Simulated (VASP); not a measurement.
Crystal: TaN.

```xyz
2
Lattice="0.0000 2.2113 2.2113 2.2113 0.0000 2.2113 2.2113 2.2113 0.0000" Properties=species:S:1:pos:R:3 pbc="T T T"
Ta    2.2113    2.2113    2.2113
N     0.0000    0.0000    0.0000
```

The cell comes from a database or a generator and needn't be the stable form of this composition.

```yaml
Program: VASP 6.6.1
Task: relaxation of cell and atoms
Functional: PBEsol
Potentials_or_basis: VASP PAW PBE potentials, release 64 (Ta_pv, N)
Cutoff: 600 eV
k_mesh: 14 × 14 × 14
Occupations: methfessel-paxton, width 0.1 eV
Spin: no spin polarisation
```

At the start: pressure -9.9 GPa; volume 10.81 Å³/atom.

Where does the relaxation end?

Over 4 steps the energy falls by 10.1 meV/atom and the volume is 10.50 Å³/atom (-2.9 %); space group Fm-3m (No. 225, to 0.05 Å).

Step by step:
```csv
step,energy change (eV),largest force (eV/Å),pressure (GPa),volume (Å³)
1,0.0000,0.0000,-9.95,21.63
2,0.0985,0.0000,28.89,19.59
3,-0.0201,0.0000,-0.24,21.01
4,-0.0202,0.0000,-0.05,21.00
```

Final structure:
```yaml
crystal:
  lattice:
    - [0.00000, 2.18966, 2.18966]
    - [2.18966, 0.00000, 2.18966]
    - [2.18966, 2.18966, 0.00000]
  atoms:
    - { symbol: Ta, position: [0.50000, 0.50000, 0.50000] }
    - { symbol: N, position: [0.00000, 0.00000, 0.00000] }
```

Caveat: the PAW data sets were made with another functional, which shifts forces and pressure a little.
